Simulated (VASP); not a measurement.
Here is the system:

```xyz
8
Lattice="3.3772 0.0000 0.0000 0.0000 3.3772 0.0000 0.0000 0.0000 24.4463" Properties=species:S:1:pos:R:3 pbc="T T T"
O      0.0000     1.6886     8.6967
O      0.0000     1.6886    13.4311
O      1.6886     3.3772    11.0152
O      1.6886     3.3772    15.7496
Ca     1.6886     3.3772     8.6723
Ca     0.0000     1.6886    11.0290
Ca     1.6886     3.3772    13.4173
Ca     0.0000     1.6886    15.7740
```

The numbers are results of PBEsol GGA, VASP's PBE PAW potentials (set 64) (plane waves; VASP), not measurements. Numerical set-up: PREC = Normal, 450 eV cut-off, 6×6×1 Γ-centred mesh, Gaussian smearing of 0.050 eV, potentials O Ca_sv.

### Question
What does the run give for the energy per atom (σ→0), band gap (on the k-mesh) with the smallest direct gap where there is one?

### Answer

| Quantity | Value |
|---|---|
| band gap (on the k-mesh) | 3.01 eV |
| smallest direct gap (on the k-mesh) | 3.01 eV |
| energy per atom (σ→0) | -6.578 eV/atom |

The cell is a thin slab with vacuum, built from CaO (rock salt): (100) face.
